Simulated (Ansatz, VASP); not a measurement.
**One calculation of TaSiO4, two programs**

```xyz
6
Lattice="3.6660 0.0000 0.0000 -1.8330 3.1749 0.0000 0.0000 0.0000 7.2557" Properties=species:S:1:pos:R:3 pbc="T T T"
Ta    0.0000    0.0000    3.6278
Si    0.0000    0.0000    0.0000
O     0.0000    0.0000    5.6823
O     0.0000    0.0000    1.5733
O     0.0000    2.1166    3.6278
O     1.8330    1.0583    3.6278
```

Alike in both runs: functional PBE; k mesh 12 × 12 × 6; occupations gaussian, width 0.1 eV; no spin polarisation.

Ansatz relaxed the structure, and its values are those at the end. VASP's run is a single point on that final structure, the one shown.

|  | VASP | Ansatz |
| --- | --- | --- |
| version | VASP 6.6.1 | Ansatz 0.2.0 |
| potentials or method | VASP PAW PBE potentials, release 64 (Ta_pv, Si, O) | scalar-relativistic, plane waves, PAW |
| plane-wave cutoff (eV) | 520 | 420 |
| valence electrons in the cell | 39 | 41 |

Ansatz gave:

```
gap on the k mesh at the Fermi level (eV) : none
pressure (GPa)                            : 0.0
rms of the force components (eV/Å)        : 0.001
```

Which values does VASP return?

gap on the k mesh at the Fermi level (eV): none; pressure (GPa): 0.4; rms of the force components (eV/Å): 0.039.

A gap of «none» marks a metal or a gap that the smearing closes. The two sets of potentials don't hold the same shells in valence.

Caveats: an odd number of electrons without spin polarisation forces a metal; a magnetic or distorted state may lie lower. Spin-orbit coupling is left out, which matters for the levels of Ta.
